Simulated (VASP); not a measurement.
An input for Ansatz (written as the equivalent of a VASP run, and not itself run):

Ansatz 0.2 input:
```yaml
crystal:
  lattice:
    - [-1.5575918, 1.5575918, 1.5575918]
    - [1.5575918, -1.5575918, 1.5575918]
    - [1.5575918, 1.5575918, -1.5575918]
  atoms:
    - { symbol: Mo, position: [0.0000000, 0.0000000, 0.0000000] }
kpoints:
  mp_grid: { grid: [16, 16, 16] }
hamiltonian:
  xc: lda
  pseudopotentials: { kind: paw }
scf:
  occupations: { method: methfessel_paxton, width: 0.1 }
  max_iter: 100
relax:
  max_steps: 40
  f_tol: 0.02
  cell: {}
output: { forces: true, stress: true, eigenvalues: true }
```

### Question
Write the VASP files for the same calculation (LDA).

### Answer
One answer among several that fit: 
**INCAR**
```
LASPH=.TRUE.   # aspherical one-centre terms
IBRION=2
ISMEAR=1
SIGMA=0.1
EDIFFG=-0.02   # ionic stop
LMAXMIX=4   # l cut-off of mixed one-centre charges
LCHARG=.FALSE.
NELM=100   # most electronic steps
ISIF=3   # ions, shape and volume
SYSTEM=Mo
PREC=Accurate
ALGO=Normal
NSW=40   # most ionic steps
LWAVE=.FALSE.
LREAL=.FALSE.
ENCUT=500
EDIFF=1E-6
```

**KPOINTS**
```
Automatic mesh
0
Gamma
16 16 16
0 0 0
```

### POSCAR
```
Mo
1
   -1.5575918411     1.5575918411     1.5575918411
    1.5575918411    -1.5575918411     1.5575918411
    1.5575918411     1.5575918411    -1.5575918411
Mo
1
Direct
  0.0000000000   0.0000000000   0.0000000000
```

POTCAR, in this order: Mo_sv (LDA.64 set). Program: vasp_std.

Limits of the translation: each code has its own PAW files, so the cut-off isn't converted (ENCUT is set for VASP's; basis.ecutwfc is left out, and Ansatz then takes the one that its files recommend); Ansatz stops its SCF on the density residual and VASP on the energy change (EDIFF); Ansatz's lda is the Perdew-Wang form, while the LDA potentials of VASP carry Perdew-Zunger's.

The compound is Mo in the bcc structure. It was relaxed first.
